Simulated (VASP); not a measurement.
```xyz
2
Lattice="3.8920 -2.1194 0.0000 3.8920 2.1194 0.0000 2.7379 0.0000 3.4848" Properties=species:S:1:pos:R:3 pbc="T T T"
Sb     2.4569     0.0000     0.8137
Sb     8.0651     0.0000     2.6711
```

These are PBE GGA, VASP's PBE PAW potentials (set 64) (plane waves; VASP) values and carry that method's errors. Settings: 300 eV cut-off, 8×8×8 Γ-centred mesh, Fermi-Dirac smearing of 0.10 eV, potentials Sb.

Energy and stress use the plane-wave basis of the starting cell.

Problem. The ions, cell shape and volume are relaxed. Which structure does the run end with?

Solution. 
```xyz
2
Lattice="4.0373 -2.1881 0.0063 4.0373 2.1881 0.0063 2.8457 0.0000 3.6041" Properties=species:S:1:pos:R:3 pbc="T T T"
Sb     2.5448     0.0000     0.8428
Sb     8.3754     0.0000     2.7739
```
Space group R-3m (166), at a tolerance of 0.03 Å.

Problem. How do energy and volume change from the first to the last step?

Solution. The energy (σ→0) changes by -52.6 meV/atom and the volume by +10.6 %, in 11 ionic steps.

The structure is a typed Sb crystal (R-3m). This run relaxes it. Symmetry was kept, so distortions that lower it aren't found. The run is one of a series of settings (EDIFFG = -0.01, IBRION = 2, ISIF = 3, NSW = 50 against the base run), some of them coarse on purpose.
